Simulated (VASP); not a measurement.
# CuWO4: structure and properties in VASP, part 6 of 7

Wanted: the relaxed cell of CuWO4 and its properties. The start is a cell from a database of measured crystal structures.

VASP 6.6.1; PBEsol, no spin polarisation; plane waves and PAW (Cu, W, O).

Still holding for the runs below: This run has no spin polarisation, although Cu and W can carry a moment. The k-mesh is coarse for a metal. Oxides and halides of Cu are often magnetic insulators, and a metal at this level, without U or exact exchange, may be an artefact.

So far. Step 10 (Volume scan with PBEsol, volume scale 1): The run ends at a pressure of 0.04 GPa, with forces up to 0.0075 eV/Å.

## 11. Volume scan with PBEsol, volume scale 1.02

INCAR reads:

```
SYSTEM = CuWO4
PREC = Accurate
ENCUT = 520
EDIFF = 1E-06
NELM = 100
ISMEAR = 0
SIGMA = 0.05
LREAL = .FALSE.
ALGO = Normal
GGA = PS
NBANDS = 53
LASPH = .TRUE.
LORBIT = 11
LWAVE = .FALSE.
LCHARG = .FALSE.
KPAR = 8
ISIF = 2
```

POSCAR reads:

```
CuWO4
1.0
    4.6912348607      0.0226972525      0.0010429646
    0.2306605113      4.9106175594      0.0415854907
    0.7326896964      0.1885800493      5.8513052704
Cu W O
2 2 8
Direct
    0.4966708788      0.7470917319      0.6588240137
    0.5033291212      0.2529082681      0.3411759863
    0.0146533526      0.7473267326      0.1709556044
    0.9853466474      0.2526732674      0.8290443956
    0.2507401092      0.5716439225      0.3544149474
    0.7492598908      0.4283560775      0.6455850526
    0.2162726828      0.5719430978      0.8807160308
    0.7837273172      0.4280569022      0.1192839692
    0.7280923485      0.9067663981      0.3815420536
    0.2719076515      0.0932336019      0.6184579464
    0.7802109876      0.9434747829      0.9111386682
    0.2197890124      0.0565252171      0.0888613318
```

KPOINTS reads:

```
Automatic mesh
0
Gamma
4 4 4
0 0 0
```

Potentials, in the order of the species: Cu, W and O (PBE family, release 64).

Launch:

```
mpirun -np 8 vasp_std
```

What it wrote:

```text
[... set-up lines as in an earlier step ...]
 entering main loop
       N       E                     dE             d eps       ncg     rms          rms(c)
DAV:   1     0.102652879721E+04    0.10265E+04   -0.37987E+04  3816   0.186E+03
DAV:   2     0.654053723597E+02   -0.96112E+03   -0.88355E+03  4242   0.501E+02
DAV:   3    -0.107931129135E+03   -0.17334E+03   -0.16603E+03  4765   0.221E+02
DAV:   4    -0.119264202084E+03   -0.11333E+02   -0.11089E+02  5864   0.620E+01
[...]
DAV:  16    -0.967571565345E+02    0.46170E-05   -0.33780E-05  5488   0.417E-02    0.472E-02
DAV:  17    -0.967571527511E+02    0.37834E-05   -0.56074E-06  4200   0.430E-02    0.898E-03
DAV:  18    -0.967571524456E+02    0.30550E-06   -0.41767E-06  3108   0.105E-02
   1 F= -.96757152E+02 E0= -.96753899E+02  d E =-.650668E-02
```

Run time: 72 s. Hardware: 8 MPI ranks of AMD EPYC 7R43, shared host; peak memory 3.1 GiB.

OUTCAR, selected parts (step 11):

```text
  Total       -3.8358525     -4.2888065     -3.6552478      0.2957116      0.3755085      0.3087505
  in kB      -45.6166557    -51.0032671    -43.4688716      3.5166560      4.4656157      3.6717174
  external PRESSURE =     -46.6962648 kB  Pullay stress =       0.0000000 kB

 POSITION                                       TOTAL-FORCE (eV/Angst)
 -----------------------------------------------------------------------------------
      2.98504      3.80420      3.88657        -0.007568     -0.023749     -0.008038
      2.66955      1.31770      2.00737         0.007568      0.023749      0.008038
      0.36638      3.70241      1.03141         0.134897      0.056533      0.080939
      5.28821      1.41949      4.86253        -0.134897     -0.056533     -0.080939
      1.56781      2.87965      2.09782        -0.266075      0.144114     -0.285323
      4.08677      2.24224      3.79611         0.266075     -0.144114      0.285323
      1.79180      2.97959      5.17735        -0.192692     -0.070404      0.080985
      3.86278      2.14231      0.71659         0.192692      0.070404     -0.080985
      3.90436      4.54126      2.27099         0.143407     -0.124034     -0.193061
      1.75023      0.58063      3.62295        -0.143407      0.124034      0.193061
      4.54536      4.82258      5.37140         0.321140      0.288959     -0.004067
      1.10923      0.29932      0.52253        -0.321140     -0.288959      0.004067
 -----------------------------------------------------------------------------------
    total drift:                                0.000000     -0.000000      0.000000

  FREE ENERGIE OF THE ION-ELECTRON SYSTEM (eV)
  ---------------------------------------------------
  free  energy   TOTEN  =       -96.7571524456 eV

  energy  without entropy=      -96.7506457644  energy(sigma->0) =      -96.75389911

[... 1 part as in an earlier step ...]

[... 2 further parts left out ...]
[key lines of the parts left out:]
E-fermi :   3.2965
```

The pressure falls from 0.04 to -4.67 GPa.

The run ends at a pressure of -4.67 GPa, with forces up to 0.43 eV/Å.

## 12. Volume scan with PBEsol, volume scale 1.04

INCAR is that of step 11.

POSCAR, as its differences from that of step 11:

```diff
@@ -2,5 +2,5 @@
 1.0
-    4.6912348607      0.0226972525      0.0010429646
-    0.2306605113      4.9106175594      0.0415854907
-    0.7326896964      0.1885800493      5.8513052704
+    4.7216982783      0.0228446413      0.0010497373
+    0.2321583488      4.9425055799      0.0418555339
+    0.7374475550      0.1898046294      5.8893018239
 Cu W O
```

KPOINTS is that of step 11.

Launch:

```
mpirun -np 8 vasp_std
```

What it wrote:

```text
[... set-up lines as in an earlier step ...]
 entering main loop
       N       E                     dE             d eps       ncg     rms          rms(c)
DAV:   1     0.102270857368E+04    0.10227E+04   -0.37816E+04  3821   0.184E+03
DAV:   2     0.668239294878E+02   -0.95588E+03   -0.87915E+03  4245   0.499E+02
DAV:   3    -0.107840153007E+03   -0.17466E+03   -0.16696E+03  4863   0.221E+02
DAV:   4    -0.119363360135E+03   -0.11523E+02   -0.11286E+02  5864   0.621E+01
[...]
DAV:  16    -0.966490061396E+02    0.87440E-05   -0.39703E-05  5656   0.422E-02    0.412E-02
DAV:  17    -0.966490032324E+02    0.29072E-05   -0.11544E-05  5568   0.438E-02    0.376E-03
DAV:  18    -0.966490031006E+02    0.13187E-06   -0.14249E-06  2474   0.739E-03
   1 F= -.96649003E+02 E0= -.96645717E+02  d E =-.657280E-02
```

It took 73 s on 8 MPI ranks; peak memory 3.1 GiB.

From OUTCAR (step 12):

```text
  Total       -7.4235873     -8.3306876     -7.0846414      0.5665899      0.7065969      0.5941786
  in kB      -86.5849075    -97.1648586    -82.6316158      6.6084130      8.2413827      6.9301943
  external PRESSURE =     -88.7937940 kB  Pullay stress =       0.0000000 kB

 POSITION                                       TOTAL-FORCE (eV/Angst)
 -----------------------------------------------------------------------------------
      3.00442      3.82890      3.91180        -0.015552     -0.048954     -0.013255
      2.68688      1.32626      2.02040         0.015552      0.048954      0.013255
      0.36876      3.72645      1.03810         0.264663      0.104001      0.154694
      5.32255      1.42871      4.89410        -0.264663     -0.104001     -0.154694
      1.57799      2.89835      2.11145        -0.511467      0.279090     -0.551819
      4.11331      2.25680      3.82076         0.511467     -0.279090      0.551819
      1.80344      2.99894      5.21097        -0.368837     -0.135949      0.160736
      3.88787      2.15622      0.72124         0.368837      0.135949     -0.160736
      3.92971      4.57075      2.28573         0.274438     -0.236556     -0.374319
      1.76159      0.58441      3.64647        -0.274438      0.236556      0.374319
      4.57487      4.85389      5.40628         0.618131      0.555062     -0.011423
      1.11643      0.30126      0.52593        -0.618131     -0.555062      0.011423
 -----------------------------------------------------------------------------------
    total drift:                                0.000000     -0.000000      0.000000

  FREE ENERGIE OF THE ION-ELECTRON SYSTEM (eV)
  ---------------------------------------------------
  free  energy   TOTEN  =       -96.6490031006 eV

  energy  without entropy=      -96.6424303046  energy(sigma->0) =      -96.64571670

[... 1 part as in an earlier step ...]

[... 2 further parts left out ...]
[key lines of the parts left out:]
E-fermi :   3.0659
```

The pressure falls from -4.67 to -8.88 GPa.

The run ends at a pressure of -8.88 GPa, with forces up to 0.83 eV/Å.

## 13. Volume scan with PBEsol, volume scale 1.06

A prediction first. A parabola through the 6 pressures of evenly scaled cells so far, P = 0.04 -250.0 t +582 t² GPa with t = ln(V/V₁) and V₁ the volume at scale 1, gives -12.55 GPa at t = +0.0583.

INCAR is that of step 12.

POSCAR, as its differences from that of step 12:

```diff
@@ -2,5 +2,5 @@
 1.0
-    4.7216982783      0.0228446413      0.0010497373
-    0.2321583488      4.9425055799      0.0418555339
-    0.7374475550      0.1898046294      5.8893018239
+    4.7517736005      0.0229901525      0.0010564237
+    0.2336371043      4.9739873560      0.0421221368
+    0.7421447999      0.1910136087      5.9268143118
 Cu W O
```

KPOINTS is that of step 12.

Launch:

```
mpirun -np 8 vasp_std
```

What it wrote:

```text
[... set-up lines as in an earlier step ...]
 entering main loop
       N       E                     dE             d eps       ncg     rms          rms(c)
DAV:   1     0.101136479310E+04    0.10114E+04   -0.37796E+04  3816   0.182E+03
DAV:   2     0.637077076439E+02   -0.94766E+03   -0.87166E+03  4250   0.494E+02
DAV:   3    -0.108063106986E+03   -0.17177E+03   -0.16423E+03  4867   0.219E+02
DAV:   4    -0.119419952093E+03   -0.11357E+02   -0.11133E+02  5832   0.618E+01
[...]
DAV:  16    -0.964750338053E+02    0.98920E-05   -0.37714E-05  5715   0.401E-02    0.291E-02
DAV:  17    -0.964750322000E+02    0.16053E-05   -0.12482E-05  5592   0.390E-02    0.409E-03
DAV:  18    -0.964750320933E+02    0.10672E-06   -0.71212E-07  2444   0.618E-03
   1 F= -.96475032E+02 E0= -.96471722E+02  d E =-.662055E-02
```

Wall time 74 s (8 MPI ranks); peak memory 3.2 GiB; 9.7 min of CPU time.

From OUTCAR (step 13):

```text
  Total      -10.7781541    -12.1099050    -10.2875483      0.8221942      1.0170334      0.8605020
  in kB     -123.3389468   -138.5787324   -117.7247389      9.4087132     11.6383412      9.8470859
  external PRESSURE =    -126.5474727 kB  Pullay stress =       0.0000000 kB

 POSITION                                       TOTAL-FORCE (eV/Angst)
 -----------------------------------------------------------------------------------
      3.02356      3.85329      3.93672        -0.023092     -0.071653     -0.017806
      2.70400      1.33470      2.03327         0.023092      0.071653      0.017806
      0.37111      3.75019      1.04472         0.386649      0.148002      0.226337
      5.35645      1.43781      4.92528        -0.386649     -0.148002     -0.226337
      1.58804      2.91681      2.12490        -0.739601      0.405740     -0.799212
      4.13951      2.27118      3.84510         0.739601     -0.405740      0.799212
      1.81492      3.01804      5.24416        -0.531118     -0.196776      0.234546
      3.91263      2.16995      0.72583         0.531118      0.196776     -0.234546
      3.95474      4.59986      2.30029         0.396790     -0.340988     -0.542786
      1.77281      0.58813      3.66970        -0.396790      0.340988      0.542786
      4.60401      4.88481      5.44072         0.892566      0.802290     -0.019048
      1.12354      0.30318      0.52928        -0.892566     -0.802290      0.019048
 -----------------------------------------------------------------------------------
    total drift:                                0.000000     -0.000000      0.000000

  FREE ENERGIE OF THE ION-ELECTRON SYSTEM (eV)
  ---------------------------------------------------
  free  energy   TOTEN  =       -96.4750320933 eV

  energy  without entropy=      -96.4684115482  energy(sigma->0) =      -96.47172182

[... 1 part as in an earlier step ...]

[... 2 further parts left out ...]
[key lines of the parts left out:]
E-fermi :   2.8442
```

The pressure falls from -8.88 to -12.65 GPa. The parabola predicted -12.55 GPa, +0.10 GPa off.

## 14. Comparing the runs

Times are for 8 MPI ranks of AMD EPYC 7R43, shared host. Results by setting:

| no. | volume scale | energy above the lowest point (meV/atom) | pressure (GPa) | time | memory (GiB) |
| --- | --- | --- | --- | --- | --- |
| 1 | 0.94 | 35.73 | 17.75 | 68 s | 2.9 |
| 2 | 0.96 | 15.59 | 11.19 | 69 s | 2.9 |
| 3 | 0.98 | 3.97 | 5.332 | 70 s | 3 |
| 4 | 1 | 0 | 0.04229 | 67 s | 3.0 |
| 5 | 1.02 | 2.88 | -4.670 | 72 s | 3.1 |
| 6 | 1.04 | 11.89 | -8.879 | 73 s | 3.1 |
| 7 | 1.06 | 26.39 | -12.65 | 74 s | 3.2 |

## 15. Fit for PBEsol

This step: Birch-Murnaghan fit, PBEsol; plane waves and PAW (VASP 6.6.1).

Derived from the runs above.

This step gave:

```
pressure derivative of the bulk modulus : 4.503
r.m.s. error of the fit                 : 2.40e-6 eV/atom
minimum inside the sampled range        : yes
bulk modulus                            : 247.5 GPa
equilibrium volume of the fit           : 11.02 Å³/atom
```

Table of energy above the fitted minimum by volume:

```
volume (Å³/atom)  energy above the fitted minimum (eV/atom)
          10.347                                     0.0357
          10.567                                     0.0156
          10.787                                    0.00398
          11.007                                     1.0e-5
          11.227                                    0.00289
          11.447                                     0.0119
          11.667                                     0.0264
```

The fitted volume lies +0.12 % from the relaxed one. At a finite cutoff and mesh the minimum of the energy and the zero of the stress don't quite coincide, and the relaxation stops at a threshold. The atoms bear forces along the scan, since they were held; freeing them would lower the modulus.

(Continued in part 7 of 7.)

[Lines on the potential files, build, host, timing and source positions are cut from VASP's logs without a mark.]

[Logs are printed without paths, hosts, clocks, repeated set-up lines and the standing remarks that a program may print on its own settings, such as how far it seeks lower states.]

[Hosts, paths, dates, database ids (printed as entryN), source tags and the programs' standing remarks are cut or masked in the printed files.]

[A measured line is paired with the nearest computed mode of its activity, which favours agreement.]
